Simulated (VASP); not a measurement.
Here is a VASP 6.6.1 calculation.

The input INCAR:

```
PREC     = Accurate       # precision mode
ENCUT    = 520            # plane-wave cutoff, eV
EDIFF    = 1E-7           # SCF threshold, eV
ISMEAR   = -1             # smearing method
SIGMA    = 0.05           # smearing width, eV
LREAL    = False          # projectors in reciprocal space
LASPH    = True           # aspherical terms in the spheres
NELM     = 100            # most SCF steps
ALGO     = Fast           # electronic algorithm
ISIF     = 2              # what is computed and relaxed
LWAVE    = False          # write WAVECAR
LCHARG   = False          # write CHGCAR
GGA      = PE             # functional
NBANDS   = 62             # bands
```

File KPOINTS:

```
Automatic mesh
0
Gamma
  2 3 3
```

The input POSCAR:

```
Ba3Tl2Br2O5
1.0
    7.1361900000      0.6038250000      0.2965810000
   -0.3679300000      6.8350860000      0.9117130000
    1.2819960000      1.4694940000      5.7116530000
Tl Ba Br O
2 3 2 5
Direct
    0.6312772250      0.0179156255      0.4823716113
    0.5180555687      0.5676994014      0.5232759478
    0.5248423728      0.0386247937     -0.0023203444
    0.9234993149      0.3719343231      0.0008145264
    0.2097021767      0.2738856214      0.4511762597
    0.8698689209      0.7108920115      0.5207189437
    0.2116163710      0.8062438421      0.5168219451
    0.1398364384      1.0067101446      0.1457582320
    0.8062321026      0.6733916201      0.1801499465
    0.2662943292      0.8848154366      0.8062593133
    0.9434352557      0.9301148344      0.0613628388
    0.5501026224      0.5746506955      0.8869905971
```

Potentials or basis: VASP PAW PBE potentials, release 64 (Tl_d, Ba_sv, Br, O).

Run with:

```bash
$ cat potpaw_PBE.64/Tl_d/POTCAR potpaw_PBE.64/Ba_sv/POTCAR potpaw_PBE.64/Br/POTCAR potpaw_PBE.64/O/POTCAR > POTCAR
$ mpirun -np 1 vasp_std > vasp.out
```

(1) Predict the band gap on the k mesh.

(2) Predict the largest force.

Answers

(1) none (metal or under the smearing width).

(2) 2.619 eV/Å.

Caveat: the k mesh is coarse (spacing up to 0.46 Å⁻¹), so the values aren't converged.
